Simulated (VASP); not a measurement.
Data:

```yaml
crystal:
  lattice:
    - [0.00000, 2.60377, 2.60377]
    - [2.60377, 0.00000, 2.60377]
    - [2.60377, 2.60377, 0.00000]
  atoms:
    - { symbol: Cu, position: [0.00000, 0.00000, 0.00000] }
    - { symbol: Cl, position: [0.25000, 0.25000, 0.25000] }
```

Computed with LDA (Ceperley-Alder, Perdew-Zunger) with spin-orbit coupling, VASP's LDA PAW potentials (set 64) (plane waves; VASP 6.6.1). Settings: 400 eV cut-off, 8×8×8 Γ-centred mesh, Gaussian smearing of 0.050 eV, potentials Cu Cl.

Task: Estimate the energy per atom (σ→0), band gap (over mesh and band path) with the smallest direct gap where there is one.

Result: 
```yaml
band gap (over mesh and band path): 0.61 eV
smallest direct gap (over mesh and band path): 0.61 eV
energy per atom (σ→0): -3.905 eV/atom
```

The absolute energy has meaning only against runs of the same code, potentials and settings.

The compound is CuCl in the zinc blende structure. It was relaxed first, which changed the volume by -11 %.
